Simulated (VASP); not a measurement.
# AgB2 (P6/mmm) in VASP: notebook

One crystal, AgB2, is run at these levels: revPBE, BLYP, AM05; tasks: relaxation of cell and atoms.

Everything below comes from runs of VASP 6.6.1. Logs are shortened: lines on timing, memory, paths and dates and some standing lists are left out, and cuts for length are marked.

### 1 The structure

It takes space group P6/mmm (No. 191, hexagonal). Conventional cell: a = 3.000 Å, b = 3.000 Å, c = 3.240 Å, α = 90.00°, β = 90.00°, γ = 120.00°. Ag (site symmetry 6/mmm) has 12 B at 2.37 Å as nearest neighbours. B (site symmetry -6m2) has 3 B at 1.73 Å as nearest neighbours.

### 2 Relaxation of cell and atoms, revPBE

INCAR

```
SYSTEM = AgB2
ALGO = Normal
EDIFF = 1E-6
EDIFFG = -0.02
ENCUT = 600
GGA = RE
IBRION = 2
ISIF = 3
ISMEAR = -1
LASPH = .True.
LCHARG = .False.
LREAL = .False.
LWAVE = .False.
NELM = 80
NSW = 40
PREC = Accurate
SIGMA = 0.05
```

KPOINTS

```
k-points
0
Gamma
  10 10 8
  0 0 0
```

POSCAR

```
AgB2
1.0
    3.0000000000      0.0000000000      0.0000000000
   -1.5000000000      2.5980762114      0.0000000000
    0.0000000000      0.0000000000      3.2400000000
Ag B
1 2
Direct
    0.0000000000      0.0000000000      0.0000000000
    0.6666666667      0.3333333333      0.5000000000
    0.3333333333      0.6666666667      0.5000000000
```

Potentials or basis: VASP PAW PBE potentials, release 64 (Ag, B).

The run is started by

```bash
$ cat potpaw_PBE.64/Ag/POTCAR potpaw_PBE.64/B/POTCAR > POTCAR
$ mpirun -np 1 vasp_std > vasp.out
```

OUTCAR:

```text
SYSTEM = AgB2
   EDIFF = 1E-6
   EDIFFG = -0.02
   ENCUT = 600
   GGA = RE
   IBRION = 2
   ISIF = 3
   ISMEAR = -1
   LASPH = .True.
   LREAL = .False.
   NELM = 80
   NSW = 40
   PREC = Accurate

 ion  position               nearest neighbor table
   1  0.000  0.000  0.000-   2 2.37   3 2.37   2 2.37   3 2.37   2 2.37   2 2.37   3 2.37   3 2.37
                             2 2.37   2 2.37   3 2.37   3 2.37
   2  0.667  0.333  0.500-   3 1.73   3 1.73   3 1.73   1 2.37   1 2.37   1 2.37   1 2.37   1 2.37
                             1 2.37
   3  0.333  0.667  0.500-   2 1.73   2 1.73   2 1.73   1 2.37   1 2.37   1 2.37   1 2.37   1 2.37
                             1 2.37

  LATTYP: Found a hexagonal cell.
 ALAT       =     3.0000000000
 C/A-ratio  =     1.0800000000

  Lattice vectors:

 A1 = (   3.0000000000,   0.0000000000,   0.0000000000)
 A2 = (  -1.5000000000,   2.5980762114,   0.0000000000)
 A3 = (   0.0000000000,   0.0000000000,   3.2400000000)

Analysis of symmetry for initial positions (statically):
=====================================================================
 Subroutine PRICEL returns:
 Original cell was already a primitive cell.

 Routine SETGRP: Setting up the symmetry group for a
 hexagonal supercell.

 Subroutine GETGRP returns: Found 24 space group operations
 (whereof 24 operations were pure point group operations)
 out of a pool of 24 trial point group operations.

The static configuration has the point symmetry D_6h.

Analysis of symmetry for dynamics (positions and initial velocities):
=====================================================================
 Subroutine PRICEL returns:
 Original cell was already a primitive cell.

 Routine SETGRP: Setting up the symmetry group for a
 hexagonal supercell.

 Subroutine GETGRP returns: Found 24 space group operations
 (whereof 24 operations were pure point group operations)
 out of a pool of 24 trial point group operations.

The dynamic configuration has the point symmetry D_6h.

 Subroutine INISYM returns: Found 24 space group operations
 (whereof 24 operations are pure point group operations),
 and found     1 'primitive' translations

----------------------------------------------------------------------------------------

                                     Primitive cell

  volume of cell :      25.2533

  direct lattice vectors                    reciprocal lattice vectors
     3.000000000  0.000000000  0.000000000     0.333333333  0.192450090  0.000000000
    -1.500000000  2.598076211  0.000000000     0.000000000  0.384900179  0.000000000
     0.000000000  0.000000000  3.240000000     0.000000000  0.000000000  0.308641975

  length of vectors
     3.000000000  3.000000000  3.240000000     0.384900179  0.384900179  0.308641975

  position of ions in fractional coordinates (direct lattice)
     0.000000000  0.000000000  0.000000000
     0.666666667  0.333333333  0.500000000
     0.333333333  0.666666667  0.500000000

  ion indices of the primitive-cell ions
   primitive index   ion index
                 1           1
                 2           2
                 3           3

----------------------------------------------------------------------------------------

 KPOINTS: k-points

Automatic generation of k-mesh.
 Grid dimensions read from file:
 generate k-points for:   10   10    8

 Generating k-lattice:

  Cartesian coordinates                     Fractional coordinates (reciprocal lattice)
     0.033333333  0.019245009  0.000000000     0.100000000  0.000000000  0.000000000
     0.000000000  0.038490018  0.000000000     0.000000000  0.100000000  0.000000000
     0.000000000  0.000000000  0.038580247     0.000000000  0.000000000  0.125000000

  Length of vectors
     0.038490018  0.038490018  0.038580247

  Shift w.r.t. Gamma in fractional coordinates (k-lattice)
     0.000000000  0.000000000  0.000000000

 Subroutine IBZKPT returns following result:
 ===========================================

 Found     70 irreducible k-points:

 Following reciprocal coordinates:
            Coordinates               Weight
  0.000000  0.000000  0.000000      1.000000
  0.100000 -0.000000  0.000000      6.000000
  0.200000 -0.000000  0.000000      6.000000
  0.300000 -0.000000  0.000000      6.000000
  0.400000 -0.000000  0.000000      6.000000
  0.500000 -0.000000  0.000000      3.000000
[... 16 lines left out ...]
  0.300000  0.100000  0.125000     24.000000
  0.400000  0.100000  0.125000     24.000000
 [... further k-points ...]
   k-points           NKPTS =     70   k-points in BZ     NKDIM =     70   number of bands    NBANDS=     12
   number of dos      NEDOS =    301   number of ions     NIONS =      3
   total plane-waves  NPLWV =  16128
   dimension x,y,z NGX =    24 NGY =   24 NGZ =   28
   dimension x,y,z NGXF=    48 NGYF=   48 NGZF=   56
   ions per type =               1   2
   NGX,Y,Z   is equivalent  to a cutoff of  13.30, 13.30, 14.37 a.u.
   NGXF,Y,Z  is equivalent  to a cutoff of  26.60, 26.60, 28.73 a.u.
 SYSTEM =  AgB2
   PREC   = accura    normal or accurate (medium, high low for compatibility)
   ISTART =      0    job   : 0-new  1-cont  2-samecut
   ICHARG =      2    charge: 1-file 2-atom 10-const
   ISPIN  =      1    spin polarized calculation?
   LNONCOLLINEAR =      F non collinear calculations
   LSORBIT =      F    spin-orbit coupling
   LASPH  =      T    aspherical Exc in radial PAW
   ENCUT  =  600.0 eV  44.10 Ry    6.64 a.u.   5.99  5.99  6.47*2*pi/ulx,y,z
   NELM   =     80;   NELMIN=  2; NELMDL= -5     # of ELM steps
   EDIFF  = 0.1E-05   stopping-criterion for ELM
   LREAL  =      F    real-space projection
   EDIFFG = -.2E-01   stopping-criterion for IOM
   NSW    =     40    number of steps for IOM
   IBRION =      2    ionic relax: 0-MD 1-quasi-New 2-CG
   NFREE  =      1    steps in history (QN), initial steepest desc. (CG)
   ISIF   =      3    stress and relaxation
   ISYM   =      2    0-nonsym 1-usesym 2-fastsym
   POTIM  = 0.5000    time-step for ionic-motion
   TEBEG  =    0.0;   TEEND  =   0.0 temperature during run
   PSTRESS=    0.0 pullay stress
   NELECT =      17.0000    total number of electrons
   NUPDOWN=      -1.0000    fix difference up-down
   EMIN   =  10.00;   EMAX   =-10.00  energy-range for DOS
   EFERMI =   0.00;   METHOD = LEGACY
   ISMEAR =    -1;   SIGMA  =   0.05  broadening in eV -4-tet -1-fermi 0-gaus
   EFERMI_NEDOS =   21; number of points for ismear=-14 and -15
   IALGO  =     38    algorithm
   IMIX   =      4    mixing-type and parameters
     AMIX     =   0.40;   BMIX     =  1.00
     AMIX_MAG =   1.60;   BMIX_MAG =  1.00
  volume/ion in A,a.u.               =       8.42        56.81
  Fermi-wavevector in a.u.,A,eV,Ry     =   1.434779  2.711340 28.008838  2.058591
  Thomas-Fermi vector in A             =   2.554150
   LORBIT       =      0    0 simple, 1 ext, 2 COOP (PROOUT), +10 PAW based schemes
   GGA     = RE    functional components
   LHFCALC =     F    Hartree Fock is set to
   AEXX    =    0.0000 exact exchange contribution
   IVDW    =     0    specifies the selected vdW correction
   LEPSILON=     F    determine dielectric tensor
   LRPA    =     F    only Hartree local field effects (RPA)
 conjugate gradient relaxation of ions
 non-spin polarized calculation
  energy-cutoff  :      600.00
  volume of cell :       25.25
 maximum number of plane-waves:       862
 NGX is ok and might be reduce to    24
   NGX = 11   NGY = 11   NGZ = 13

--------------------------------------- Ionic step        1  -------------------------------------------

 number of electron      16.9999998 magnetization

 Free energy of the ion-electron system (eV)
  ---------------------------------------------------
  ext. energy  EPLUGINS =         0.00000000
  ---------------------------------------------------
  free energy    TOTEN  =       -12.25545560 eV

  energy without entropy =      -12.24269321  energy(sigma->0) =      -12.24907440

 E-fermi :  10.7979     XC(G=0): -13.2578

 val. band max:       10.7817121724   @ k =   0.3000   0.3000   0.3750
 cond. band min:      10.8010823011   @ k =   0.2000  -0.0000   0.3750
 fundamental gap:      0.0193701286
 Fermi energy:        10.7979418133

 k-point     1 :       0.0000    0.0000    0.0000
  band No.  band energies     occupation
      1      -3.6194      2.00000
      2       3.6668      2.00000
      3       4.1742      2.00000
      4       4.1742      2.00000
      5       5.7415      2.00000
      6       5.7415      2.00000
      7       7.5745      2.00000
      8      11.8766      0.00000
      9      11.8766      0.00000
     10      16.4155      0.00000
     11      16.4155      0.00000
     12      16.5187      0.00000
[... 449 lines left out ...]
  FREE ENERGIE OF THE ION-ELECTRON SYSTEM (eV)
  ---------------------------------------------------
  free  energy   TOTEN  =       -13.3524116490 eV

  energy  without entropy=      -13.3418911146  energy(sigma->0) =      -13.34715138

[... ionic steps 4 to 7 ...]

--------------------------------------- Ionic step        8  -------------------------------------------

 number of electron      17.0000003 magnetization

------------------------ aborting loop because EDIFF is reached ----------------------------------------

  FORCE on cell =-STRESS in cart. coord.  units (eV):
  Direction    XX          YY          ZZ          XY          YZ          ZX
  --------------------------------------------------------------------------------------
  -------------------------------------------------------------------------------------
  Total       -0.2905187     -0.2905187     -0.4221687      0.0000000      0.0000000      0.0000000
  in kB      -13.9993533    -13.9993533    -20.3432279      0.0000000      0.0000000      0.0000000
  external PRESSURE =     -16.1139781 kB  Pullay stress =       0.0000000 kB
[... 59 lines left out ...]
  energy  without entropy=      -13.6951487082  energy(sigma->0) =      -13.69779181

--------------------------------------- Ionic step       10  -------------------------------------------

 number of electron      17.0000001 magnetization

 Free energy of the ion-electron system (eV)
  ---------------------------------------------------
  ext. energy  EPLUGINS =         0.00000000
  ---------------------------------------------------
  free energy    TOTEN  =       -13.70043133 eV

  energy without entropy =      -13.69515694  energy(sigma->0) =      -13.69779413

 E-fermi :   6.8587     XC(G=0): -11.8282

 val. band max:        6.8232224633   @ k =   0.3000  -0.0000   0.5000
 cond. band min:       6.8842652414   @ k =   0.2000  -0.0000   0.0000
 fundamental gap:      0.0610427782
 Fermi energy:         6.8586925337

 k-point     1 :       0.0000    0.0000    0.0000
  band No.  band energies     occupation
      1      -5.0664      2.00000
      2       1.3192      2.00000
      3       2.1930      2.00000
      4       2.1930      2.00000
      5       3.0982      2.00000
      6       3.0982      2.00000
      7       3.1453      2.00000
      8       7.9540      0.00000
      9       8.1438      0.00000
     10       8.1438      0.00000
     11      14.4413      0.00000
     12      14.4413      0.00000
[... 375 lines left out ...]
  FREE ENERGIE OF THE ION-ELECTRON SYSTEM (eV)
  ---------------------------------------------------
  free  energy   TOTEN  =       -13.7004313275 eV

  energy  without entropy=      -13.6951569359  energy(sigma->0) =      -13.69779413

 reached required accuracy - stopping structural energy minimisation
```

Wall time 1.9 min (1 thread of Intel Xeon Platinum 8559C (Emerald Rapids), shared host); peak memory 0.16 GiB.

What came out:

- Free energy: -13.7004 eV
- Relaxed volume: 10.93 Å³/atom
- Relaxed cell: a = 3.031 Å, b = 3.031 Å, c = 4.123 Å, α = 90.00°, β = 90.00°, γ = 120.00°
- Space group after relaxing (to 0.05 Å): P6/mmm (No. 191)
- Energy gained by relaxing: 481.7 meV/atom
- Ionic steps: 10
- Pressure after relaxing: 0.1 GPa
- Band gap on the k mesh: none (metal or under the smearing width)

Stress tensor (GPa, compression positive):
```
 0.23  0.00  0.00
 0.00  0.23  0.00
 0.00  0.00 -0.27
```

The path:
| step | energy change (eV) | largest force (eV/Å) | pressure (GPa) | volume (Å³) |
| --- | --- | --- | --- | --- |
| 1 | 0.0000 | 0.0000 | 57.65 | 25.25 |
| 2 | -0.7592 | 0.0000 | -19.11 | 37.95 |
| 3 | -1.0970 | 0.0000 | -3.07 | 32.27 |
| 4 | -1.3326 | 0.0000 | -0.80 | 32.18 |
| 5 | -1.3521 | 0.0000 | 9.14 | 31.58 |
| 6 | -1.4339 | 0.0000 | 3.11 | 31.95 |
| 7 | -1.4346 | 0.0000 | 3.88 | 31.90 |
| 8 | -1.4424 | 0.0000 | -1.61 | 33.25 |
| 9 | -1.4450 | 0.0000 | 0.17 | 32.79 |
| 10 | -1.4450 | 0.0000 | 0.06 | 32.80 |

Final structure:
```cif
data_structure
_symmetry_space_group_name_H-M 'P 1'
_symmetry_Int_Tables_number 1
_cell_length_a 3.0310
_cell_length_b 3.0310
_cell_length_c 4.1232
_cell_angle_alpha 90.000
_cell_angle_beta 90.000
_cell_angle_gamma 120.000
_cell_volume 32.80
loop_
_atom_site_label
_atom_site_type_symbol
_atom_site_fract_x
_atom_site_fract_y
_atom_site_fract_z
_atom_site_occupancy
Ag1 Ag 0.00000 0.00000 0.00000 1
B1 B 0.66667 0.33333 0.50000 1
B2 B 0.33333 0.66667 0.50000 1
```

Caveat: the volume moved by over 15 % at a fixed basis, so the end points are rough; the PAW data sets were made with another functional, which shifts forces and pressure a little. Zero-point motion and thermal expansion aren't in these numbers.

### 3 Relaxation of cell and atoms, BLYP

Changes to INCAR since step 2:

```diff
@@ -1,2 +1,6 @@
 SYSTEM = AgB2
+AGGAC = 1.0
+AGGAX = 1.0
+ALDAC = 0.0
+ALDAX = 1.0
 ALGO = Normal
@@ -5,3 +9,3 @@
 ENCUT = 600
-GGA = RE
+GGA = B5
 IBRION = 2
```

KPOINTS is that of step 2.

POSCAR is that of step 2.

Potentials or basis: VASP PAW PBE potentials, release 64 (Ag, B).

The run is started by

```bash
$ cat potpaw_PBE.64/Ag/POTCAR potpaw_PBE.64/B/POTCAR > POTCAR
$ mpirun -np 1 vasp_std > vasp.out
```

It took 3 min on 1 thread of Intel Xeon Platinum 8559C (Emerald Rapids), shared host; peak memory 0.16 GiB.

The run converged. Its results:

```yaml
Free_energy: -12.6837 eV
Relaxed_volume: 11.41 Å³/atom
Relaxed_cell: a = 3.026 Å, b = 3.026 Å, c = 4.314 Å, α = 90.00°, β = 90.00°, γ = 120.00°
Space_group_after_relaxing_to_0.05_Å: P6/mmm (No. 191)
Energy_gained_by_relaxing: 630.1 meV/atom
Ionic_steps: 9
Pressure_after_relaxing: 0.1 GPa
Band_gap_on_the_k_mesh: none (metal or under the smearing width)
```

Stress tensor (GPa, compression positive):
```
 0.13  0.00  0.00
 0.00  0.13  0.00
 0.00  0.00 -0.02
```

The path:
| step | energy change (eV) | largest force (eV/Å) | pressure (GPa) | volume (Å³) |
| --- | --- | --- | --- | --- |
| 1 | 0.0000 | 0.0000 | 64.43 | 25.25 |
| 2 | -1.0641 | 0.0000 | -18.17 | 39.65 |
| 3 | -1.4022 | 0.0000 | -3.32 | 33.42 |
| 4 | -1.7238 | 0.0000 | -0.72 | 33.24 |
| 5 | -1.8255 | 0.0000 | 9.15 | 32.51 |
| 6 | -1.8677 | 0.0000 | 4.72 | 32.82 |
| 7 | -1.8674 | 0.0000 | 5.23 | 32.78 |
| 8 | -1.8878 | 0.0000 | -1.48 | 34.71 |
| 9 | -1.8902 | 0.0000 | 0.08 | 34.22 |

Final structure:
```cif
data_structure
_symmetry_space_group_name_H-M 'P 1'
_symmetry_Int_Tables_number 1
_cell_length_a 3.0264
_cell_length_b 3.0264
_cell_length_c 4.3140
_cell_angle_alpha 90.000
_cell_angle_beta 90.000
_cell_angle_gamma 120.000
_cell_volume 34.22
loop_
_atom_site_label
_atom_site_type_symbol
_atom_site_fract_x
_atom_site_fract_y
_atom_site_fract_z
_atom_site_occupancy
Ag1 Ag 0.00000 0.00000 0.00000 1
B1 B 0.66667 0.33333 0.50000 1
B2 B 0.33333 0.66667 0.50000 1
```

Levels at points of the mesh, in eV from the Fermi level:
| k point | band 4 | band 5 | band 6 | band 7 | band 8 | band 9 | band 10 | band 11 | band 12 |
| --- | --- | --- | --- | --- | --- | --- | --- | --- | --- |
| (0.00, 0.00, 0.00) | -4.64 | -3.77 | -3.77 | -3.58 | 0.30 | 1.21 | 1.21 | 7.97 | 7.97 |
| (0.50, 0.00, 0.00) | -5.40 | -4.02 | -3.24 | -2.80 | -1.44 | 2.60 | 2.65 | 3.52 | 5.36 |
| (0.00, 0.00, 0.50) | -4.58 | -4.58 | -3.84 | -3.84 | 1.03 | 1.03 | 6.00 | 8.77 | 8.77 |
| (0.50, 0.00, 0.50) | -4.45 | -3.95 | -3.24 | -3.09 | -1.94 | -0.58 | 1.50 | 6.88 | 8.75 |

Caveat: the volume moved by over 15 % at a fixed basis, so the end points are rough; the PAW data sets were made with another functional, which shifts forces and pressure a little. Zero-point motion and thermal expansion aren't in these numbers.

### 4 Relaxation of cell and atoms, AM05

Changes to INCAR since step 3:

```diff
@@ -1,6 +1,2 @@
 SYSTEM = AgB2
-AGGAC = 1.0
-AGGAX = 1.0
-ALDAC = 0.0
-ALDAX = 1.0
 ALGO = Normal
@@ -9,3 +5,3 @@
 ENCUT = 600
-GGA = B5
+GGA = AM
 IBRION = 2
```

KPOINTS is that of step 3.

POSCAR is that of step 3.

The run is started by

```bash
$ cat potpaw_PBE.64/Ag/POTCAR potpaw_PBE.64/B/POTCAR > POTCAR
$ mpirun -np 1 vasp_std > vasp.out
```

Run time: 2 min. Hardware: 1 thread of Intel Xeon Platinum 8559C (Emerald Rapids), shared host; peak memory 0.16 GiB.

The run converged. Its results:

```yaml
Free_energy: -15.4054 eV
Relaxed_volume: 10.28 Å³/atom
Relaxed_cell: a = 3.004 Å, b = 3.004 Å, c = 3.944 Å, α = 90.00°, β = 90.00°, γ = 120.00°
Space_group_after_relaxing_to_0.05_Å: P6/mmm (No. 191)
Energy_gained_by_relaxing: 318.6 meV/atom
Ionic_steps: 9
Pressure_after_relaxing: 0.0 GPa
Band_gap_on_the_k_mesh: none (metal or under the smearing width)
```

Step by step:
```csv
step,energy change (eV),largest force (eV/Å),pressure (GPa),volume (Å³)
1,0.0000,0.0000,45.42,25.25
2,-0.4413,0.0000,-19.77,34.96
3,-0.7023,0.0000,-3.42,30.61
4,-0.8806,0.0000,-1.19,30.52
5,-0.9121,0.0000,6.31,30.12
6,-0.9511,0.0000,2.23,30.34
7,-0.9516,0.0000,2.66,30.31
8,-0.9544,0.0000,-1.55,31.13
9,-0.9559,0.0000,0.04,30.83
```

Final structure:
```
CELL_PARAMETERS angstrom
3.00402 0.00000 0.00000
-1.50201 2.60156 0.00000
0.00000 0.00000 3.94439
ATOMIC_POSITIONS crystal
Ag 0.00000 0.00000 0.00000
B 0.66667 0.33333 0.50000
B 0.33333 0.66667 0.50000
```

Levels at points of the mesh, in eV from the Fermi level:
```
           k point  band 4  band 5  band 6  band 7  band 8  band 9  band 10  band 11  band 12
(0.00, 0.00, 0.00)   -4.93   -3.94   -3.94   -3.88    1.31    1.31     1.76     7.37     7.37
(0.50, 0.00, 0.00)   -5.72   -4.22   -3.35   -2.61   -1.82    2.45     3.11     4.11     6.14
(0.00, 0.00, 0.50)   -4.79   -4.79   -4.11   -4.11    0.93    0.93     8.76     8.76     8.85
(0.50, 0.00, 0.50)   -5.02   -4.05   -3.34   -2.87   -2.43   -0.23     1.31     6.34     9.54
```

Caveat: the volume moved by over 15 % at a fixed basis, so the end points are rough; the PAW data sets were made with another functional, which shifts forces and pressure a little. Zero-point motion and thermal expansion aren't in these numbers.

### 5 The runs side by side

| level | gap on the mesh (eV) | pressure (GPa) | relaxed volume (Å³/atom) |
| --- | --- | --- | --- |
| revPBE | none | 0.1 | 10.93 |
| BLYP | none | 0.1 | 11.41 |
| AM05 | none | 0.0 | 10.28 |

Alike in all rows: task relaxation of cell and atoms; potentials or basis VASP PAW PBE potentials, release 64 (Ag, B); no spin polarisation; cell relaxed; k mesh 10 × 10 × 8; cutoff (eV) 600; smearing fermi-dirac 0.05 eV.

Caveats: the volume moved by over 15 % at a fixed basis, so the end points are rough; the PAW data sets were made with another functional, which shifts forces and pressure a little.

Total energies depend on the potentials used, so only differences within one code and one set of settings carry meaning.
